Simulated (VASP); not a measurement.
# CdS (Greenockite): GW quasiparticle gap

How does the gap of CdS (Greenockite) change from the starting functional to GW? The cell is of the wurtzite type, one of the forms listed for this formula. The start is a cell from a database of measured crystal structures.

Program: VASP 6.6.1. Level of theory: PBE; plane waves and PAW (Cd_GW, S_GW), in the first sound run; inputs show where later runs differ. Results are calculated unless marked as measured.

Most raw output is cut from this account.

The database entry behind the starting cell differs from later determinations by our own check (about 0.35 % long), so it need not match the best structure at ambient conditions.

### Step 1. Set-up

It takes space group P6_3mc (No. 186, hexagonal). The conventional cell has a = 4.150 Å, b = 4.150 Å, c = 6.737 Å, α = 90.00°, β = 90.00°, γ = 120.00°. Cd has 4 S at 2.53 to 2.54 Å nearest. Nearest to S lie 4 Cd at 2.53 to 2.54 Å. Farther neighbours and most contacts between anions are not listed.

As a file:

```xyz
4
Lattice="4.1500 0.0000 0.0000 -2.0750 3.5940 0.0000 0.0000 0.0000 6.7370" Properties=species:S:1:pos:R:3 pbc="T T T"
Cd    0.0000    2.3960    0.0000
Cd    2.0750    1.1980    3.3685
S     0.0000    2.3960    2.5264
S     2.0750    1.1980    5.8949
```

### Step 2. Ground state

The orbitals come from a self-consistent PBE run with a tight EDIFF and a narrow smearing. KPOINTS_OPT adds the bands along a path, which shows whether the mesh holds the band edges.

INCAR

```
SYSTEM = CdS
PREC = Accurate
ENCUT = 330
EDIFF = 1E-08
NELM = 100
ISMEAR = 0
SIGMA = 0.01
LREAL = .FALSE.
ALGO = Normal
GGA = PE
NBANDS = 24
LORBIT = 11
LWAVE = .TRUE.
LCHARG = .FALSE.
KPAR = 8
```

POSCAR

```
CdS
1.0
    4.1500000000      0.0000000000      0.0000000000
   -2.0750000000      3.5940054257      0.0000000000
    0.0000000000      0.0000000000      6.7370000000
Cd S
2 2
Direct
    0.3333333333      0.6666666667      0.0000000000
    0.6666666667      0.3333333333      0.5000000000
    0.3333333333      0.6666666667      0.3750000000
    0.6666666667      0.3333333333      0.8750000000
```

KPOINTS

```
Automatic mesh
0
Gamma
6 6 4
0 0 0
```

KPOINTS_OPT

```
Line mode
12
Line-mode
Reciprocal
  0.00000000   0.00000000   0.00000000 GAMMA
  0.50000000   0.00000000   0.00000000 M

  0.50000000   0.00000000   0.00000000 M
  0.33333333   0.33333333   0.00000000 K

  0.33333333   0.33333333   0.00000000 K
  0.00000000   0.00000000   0.00000000 GAMMA

  0.00000000   0.00000000   0.00000000 GAMMA
  0.00000000   0.00000000   0.50000000 A

  0.00000000   0.00000000   0.50000000 A
  0.50000000   0.00000000   0.50000000 L

  0.50000000   0.00000000   0.50000000 L
  0.33333333   0.33333333   0.50000000 H

  0.33333333   0.33333333   0.50000000 H
  0.00000000   0.00000000   0.50000000 A

  0.50000000   0.00000000   0.50000000 L
  0.50000000   0.00000000   0.00000000 M

  0.33333333   0.33333333   0.00000000 K
  0.33333333   0.33333333   0.50000000 H
```

PAW data sets: Cd_GW and S_GW (PBE family, release 64).

Command:

```
$ mpirun -np 8 vasp_std
```

Wall time 13 s (8 MPI ranks of Intel Xeon 6975P-C (Granite Rapids), shared host); peak memory 1.7 GiB; 98 s of CPU time.

This step gave:

```
free energy (TOTEN)               : -12.34 eV
Fermi energy                      : 2.615 eV
pressure                          : 1.657 GPa
least gap on mesh and path        : 1.189 eV
least direct gap on mesh and path : 1.189 eV
```

The highest empty bands on the path are converged less tightly, to about 0.1 eV. Electronic bands along the path, in eV, zero at the valence-band top; v1 is the highest filled band, c1 the lowest empty one:

| point | v4 | v3 | v2 | v1 | c1 | c2 | c3 | c4 |
| --- | --- | --- | --- | --- | --- | --- | --- | --- |
| Γ | -0.76 | -0.04 | 0.00 | 0.00 | 1.19 | 2.78 | 6.46 | 6.46 |
| 0.45 of the way | -1.72 | -1.27 | -0.42 | -0.31 | 2.80 | 3.94 | 5.53 | 6.50 |
| M | -2.61 | -1.85 | -1.28 | -0.73 | 3.70 | 3.88 | 5.11 | 6.37 |
| 0.45 of the way | -2.63 | -2.13 | -1.40 | -1.12 | 4.22 | 4.57 | 4.97 | 6.40 |
| K | -3.04 | -1.83 | -1.83 | -1.59 | 4.66 | 5.06 | 5.06 | 7.14 |
| 0.45 of the way | -2.49 | -1.80 | -0.76 | -0.71 | 3.59 | 4.64 | 5.59 | 5.64 |
| Γ | -0.76 | -0.04 | 0.00 | 0.00 | 1.19 | 2.78 | 6.46 | 6.46 |
| 0.45 of the way | -0.67 | -0.67 | -0.10 | -0.10 | 1.97 | 2.85 | 6.36 | 6.52 |
| A | -0.39 | -0.39 | -0.39 | -0.39 | 2.83 | 2.83 | 6.17 | 6.17 |
| 0.55 of the way | -1.34 | -1.34 | -0.94 | -0.94 | 3.80 | 3.80 | 5.42 | 5.42 |
| L | -1.32 | -1.32 | -1.31 | -1.31 | 3.48 | 3.48 | 5.39 | 5.39 |
| 0.45 of the way | -1.86 | -1.86 | -1.16 | -1.16 | 3.94 | 3.94 | 5.66 | 5.66 |
| H | -2.38 | -2.38 | -1.10 | -1.10 | 4.38 | 4.38 | 6.09 | 6.09 |
| 0.45 of the way | -1.41 | -1.41 | -1.22 | -1.22 | 4.17 | 4.17 | 5.47 | 5.47 |
| A | -0.39 | -0.39 | -0.39 | -0.39 | 2.83 | 2.83 | 6.17 | 6.17 |
| jump to L | -1.32 | -1.32 | -1.31 | -1.31 | 3.48 | 3.48 | 5.39 | 5.39 |
| 0.55 of the way | -2.19 | -1.72 | -1.11 | -0.88 | 3.35 | 3.91 | 5.53 | 5.71 |
| M | -2.61 | -1.85 | -1.28 | -0.73 | 3.70 | 3.88 | 5.11 | 6.37 |
| jump to K | -3.04 | -1.83 | -1.83 | -1.59 | 4.66 | 5.06 | 5.06 | 7.14 |
| 0.45 of the way | -2.88 | -1.80 | -1.51 | -1.51 | 4.81 | 4.81 | 5.02 | 6.79 |
| H | -2.38 | -2.38 | -1.10 | -1.10 | 4.38 | 4.38 | 6.09 | 6.09 |

Of the projections kept (Cd, S), the largest for each band there; the rest of the weight can lie on other orbitals:

```csv
point,v4,v3,v2,v1,c1,c2,c3,c4
Γ,S 0.75,S 0.77,S 0.77,S 0.77,Cd 0.57,Cd 0.69,Cd 0.76,Cd 0.76
M,S 0.67,S 0.75,S 0.71,S 0.75,Cd 0.56,Cd 0.72,Cd 0.51,S 0.59
K,S 0.71,S 0.70,S 0.70,S 0.70,Cd 0.68,Cd 0.50,Cd 0.50,S 0.72
Γ,S 0.75,S 0.77,S 0.77,S 0.77,Cd 0.57,Cd 0.69,Cd 0.76,Cd 0.76
A,S 0.76,S 0.76,S 0.76,S 0.76,Cd 0.54,Cd 0.54,Cd 0.50,Cd 0.50
L,S 0.74,S 0.74,S 0.73,S 0.73,Cd 0.67,Cd 0.67,Cd 0.64,Cd 0.64
```

The cell has a gap of 1.19 eV on mesh and path. Spin-orbit coupling is left out, which can shift or reorder these edges. Forces of up to 0.067 eV/Å remain in these settings.

### Step 3. Empty bands

ALGO = Exact makes the empty bands from the converged ground state in one step. LOPTICS writes the k-derivatives of the orbitals (WAVEDER), which give the long-wavelength limit of the screening.

INCAR

```
SYSTEM = CdS
PREC = Accurate
ENCUT = 330
ISMEAR = 0
SIGMA = 0.01
LREAL = .FALSE.
GGA = PE
NBANDS = 232
ALGO = Exact
NELM = 1
LWAVE = .TRUE.
LCHARG = .FALSE.
LOPTICS = .TRUE.
NEDOS = 1000
CSHIFT = 0.1
```

POSCAR is that of step 2.

KPOINTS is that of step 2.

Command:

```
$ mpirun -np 8 vasp_std
```

It took 13 s on 8 MPI ranks; peak memory 2.1 GiB.

The gap is read on the k-mesh alone, so it is an upper bound where the band edges lie off the mesh.

Numbers from this step:

```
gap on the k-mesh              : 1.189 eV
least direct gap on the k-mesh : 1.189 eV
```

WAVECAR now holds 232 bands for 36 electrons. Its independent-particle dielectric tensor has xx, yy, zz = 7.0, 7.0, 7.0 on this mesh, which isn't tested for convergence in mesh or bands and lacks local fields.

### Step 4. G0W0, ENCUTGW 100, bands in the sums 232

This step: G0W0 on PBE; plane waves and PAW (Cd_GW, S_GW) (VASP 6.6.1).

One pass of GW corrects the levels to first order, with G and W from the starting orbitals.

INCAR

```
SYSTEM = CdS
PREC = Accurate
ENCUT = 330
ISMEAR = 0
SIGMA = 0.01
LREAL = .FALSE.
GGA = PE
NBANDS = 232
ALGO = EVGW0
NELMGW = 1
ENCUTGW = 100
NOMEGA = 48
PRECFOCK = Fast
NBANDSGW = 32
LWAVE = .FALSE.
LCHARG = .FALSE.
```

POSCAR is that of step 3.

KPOINTS is that of step 3.

Command:

```
$ mpirun -np 8 vasp_std
```

Run time: 5.5 min. Hardware: 8 MPI ranks; peak memory 3.3 GiB.

This step gave:

- quasiparticle gap on the mesh: 2.038 eV
- smallest direct quasiparticle gap on the mesh: 2.038 eV
- gap of the starting orbitals on the mesh: 1.189 eV

GW takes the gap from 1.189 to 2.038 eV. Spin-orbit coupling is left out. The value holds for 232 bands, ENCUTGW = 100 eV and this mesh, and isn't shown to be converged in them.

### Step 5. Empty bands

This step: PBE; plane waves and PAW (Cd_GW, S_GW) (VASP 6.6.1).

The empty bands are made again, for the run that follows.

INCAR

```
SYSTEM = CdS
PREC = Accurate
ENCUT = 330
ISMEAR = 0
SIGMA = 0.01
LREAL = .FALSE.
GGA = PE
NBANDS = 384
ALGO = Exact
NELM = 1
LWAVE = .TRUE.
LCHARG = .FALSE.
LOPTICS = .TRUE.
NEDOS = 1000
CSHIFT = 0.1
```

POSCAR is that of step 4.

KPOINTS is that of step 4.

Command:

```
$ mpirun -np 8 vasp_std
```

Run time: 13 s. Hardware: 8 MPI ranks; peak memory 2.2 GiB.

WAVECAR now holds 384 bands for 36 electrons.

### Step 6. G0W0, ENCUTGW 140, bands in the sums 384

This step: G0W0 on PBE; plane waves and PAW (Cd_GW, S_GW) (VASP 6.6.1).

ENCUTGW rises to 140 eV and the bands with it, to about the number of plane waves under that cutoff.

INCAR

```
SYSTEM = CdS
PREC = Accurate
ENCUT = 330
ISMEAR = 0
SIGMA = 0.01
LREAL = .FALSE.
GGA = PE
NBANDS = 384
ALGO = EVGW0
NELMGW = 1
ENCUTGW = 140
NOMEGA = 48
PRECFOCK = Fast
NBANDSGW = 32
LWAVE = .FALSE.
LCHARG = .FALSE.
```

POSCAR is that of step 5.

KPOINTS is that of step 5.

Command:

```
$ mpirun -np 8 vasp_std
```

The job ended after 10 min (8 MPI ranks; peak memory 4.7 GiB; 83 min of CPU time).

The gap is now 2.061 eV, +23 meV against the GW run before. Spin-orbit coupling is left out.

### Step 7. Empty bands

This step: PBE; plane waves and PAW (Cd_GW, S_GW) (VASP 6.6.1).

INCAR

```
SYSTEM = CdS
PREC = Accurate
ENCUT = 330
ISMEAR = 0
SIGMA = 0.01
LREAL = .FALSE.
GGA = PE
NBANDS = 552
ALGO = Exact
NELM = 1
LWAVE = .TRUE.
LCHARG = .FALSE.
LOPTICS = .TRUE.
NEDOS = 1000
CSHIFT = 0.1
```

POSCAR is that of step 6.

KPOINTS is that of step 6.

Command:

```
$ mpirun -np 8 vasp_std
```

Elapsed: 14 s, on 8 MPI ranks; peak memory 2.2 GiB; 1.8 min of CPU time.

WAVECAR now holds 552 bands for 36 electrons.

### Step 8. G0W0, ENCUTGW 180, bands in the sums 552

This step: G0W0 on PBE; plane waves and PAW (Cd_GW, S_GW) (VASP 6.6.1).

ENCUTGW rises to 180 eV and the bands with it, to about the number of plane waves under that cutoff.

INCAR

```
SYSTEM = CdS
PREC = Accurate
ENCUT = 330
ISMEAR = 0
SIGMA = 0.01
LREAL = .FALSE.
GGA = PE
NBANDS = 552
ALGO = EVGW0
NELMGW = 1
ENCUTGW = 180
NOMEGA = 48
PRECFOCK = Fast
NBANDSGW = 32
LWAVE = .FALSE.
LCHARG = .FALSE.
```

POSCAR is that of step 7.

KPOINTS is that of step 7.

Command:

```
$ mpirun -np 8 vasp_std
```

The job ended after 21 min (8 MPI ranks; peak memory 6.8 GiB; 2.8 h of CPU time).

The gap is now 2.098 eV, +37 meV against the GW run before. Spin-orbit coupling is left out.

### Step 9. Empty bands

This step: PBE; plane waves and PAW (Cd_GW, S_GW) (VASP 6.6.1).

INCAR

```
SYSTEM = CdS
PREC = Accurate
ENCUT = 330
ISMEAR = 0
SIGMA = 0.01
LREAL = .FALSE.
GGA = PE
NBANDS = 752
ALGO = Exact
NELM = 1
LWAVE = .TRUE.
LCHARG = .FALSE.
LOPTICS = .TRUE.
NEDOS = 1000
CSHIFT = 0.1
```

POSCAR is that of step 8.

KPOINTS is that of step 8.

Command:

```
$ mpirun -np 8 vasp_std
```

Run time: 16 s. Hardware: 8 MPI ranks; peak memory 2.4 GiB; 2 min of CPU time.

WAVECAR now holds 752 bands for 36 electrons.

### Step 10. G0W0, ENCUTGW 220, bands in the sums 752

This step: G0W0 on PBE; plane waves and PAW (Cd_GW, S_GW) (VASP 6.6.1).

ENCUTGW rises to 220 eV and the bands with it, to about the number of plane waves under that cutoff.

INCAR

```
SYSTEM = CdS
PREC = Accurate
ENCUT = 330
ISMEAR = 0
SIGMA = 0.01
LREAL = .FALSE.
GGA = PE
NBANDS = 752
ALGO = EVGW0
NELMGW = 1
ENCUTGW = 220
NOMEGA = 48
PRECFOCK = Fast
NBANDSGW = 32
LWAVE = .FALSE.
LCHARG = .FALSE.
```

POSCAR is that of step 9.

KPOINTS is that of step 9.

Command:

```
$ mpirun -np 8 vasp_std
```

It took 38 min on 8 MPI ranks; peak memory 9.6 GiB.

The gap is now 2.111 eV, +13 meV against the GW run before. Spin-orbit coupling is left out.

### Step 11. Summary

This step: GW series: G0W0 on PBE; plane waves and PAW (VASP 6.6.1).

No new run; the numbers come from the runs before.

Numbers from this step:

```yaml
gap_extrapolated_to_a_complete_basis: 2.165 eV
direct_gap_extrapolated_to_a_complete_basis: 2.165 eV
```

Cost is wall time times ranks on a shared host, with the step that makes the empty bands. GW runs:

| level | bands | ENCUTGW (eV) | NOMEGA | k mesh | starting gap (eV) | quasiparticle gap (eV) | direct gap (eV) | cost (core minutes) |
| --- | --- | --- | --- | --- | --- | --- | --- | --- |
| G0W0 | 232 | 100 | 48 | 6x6x4 | 1.188 | 2.038 | 2.038 | 45.84 |
| G0W0 | 384 | 140 | 48 | 6x6x4 | 1.188 | 2.061 | 2.061 | 85.27 |
| G0W0 | 552 | 180 | 48 | 6x6x4 | 1.188 | 2.098 | 2.098 | 168.3 |
| G0W0 | 752 | 220 | 48 | 6x6x4 | 1.188 | 2.111 | 2.111 | 308.5 |

### Step 12. Summary of results

```json
{
  "G0W0 on PBE, 752 bands, ENCUTGW 220 eV, NOMEGA 48, mesh 6×6×4": "1.189 → 2.111 eV",
  "G0W0 on PBE, 232 bands, ENCUTGW 100 eV, NOMEGA 48, mesh 6×6×4": "1.189 → 2.038 eV",
  "gap at a complete basis (linear in ENCUTGW^-3/2)": "2.17 eV"
}
```

In words: G0W0 gives a quasiparticle gap of 2.111 eV on the mesh, 0.92 eV over the PBE gap on the same mesh. On mesh and path the starting valence top lies at Γ and the conduction bottom at Γ, so the starting gap is direct. Both points lie on the GW mesh. The steps of the series move the gap by +23, +37, +13 meV; the last costs 1.8 times the one before. The last step lies within a tolerance of 30 meV, picked for this account, and the last two together move the gap by +50 meV. Extrapolated from the last three points to a complete basis, the gap is 2.17 eV, +54 meV from the dearest run. The extrapolation removes the error of the response basis alone, at this mesh, ENCUT and data set. In Cd_GW the d shell is in the valence without all the semicore s and p states of the same shell; those stay frozen in the core, and how far that moves the GW gap wasn't tested here. Spin-orbit coupling is left out; with Cd in the cell it can split or shift band edges, by an amount that depends on which atoms form them and isn't tested here. Not tabulated here, as repeats of values shown or as unfit to read for their mesh, reference level or band range: eps2 curves (empty bands); eps1 curves and static values (empty bands); gaps (empty bands).

[Lines on the potential files, build, host, timing and source positions are cut from VASP's logs without a mark.]

[Logs are printed without paths, hosts, clocks, repeated set-up lines and the standing remarks that a program may print on its own settings, such as how far it seeks lower states.]

[Hosts, paths, dates, database ids (printed as entryN), source tags and the programs' standing remarks are cut or masked in the printed files.]

[Pressures printed for these runs are not shown converged in the cutoff: they can be off by several GPa and have the wrong sign.]
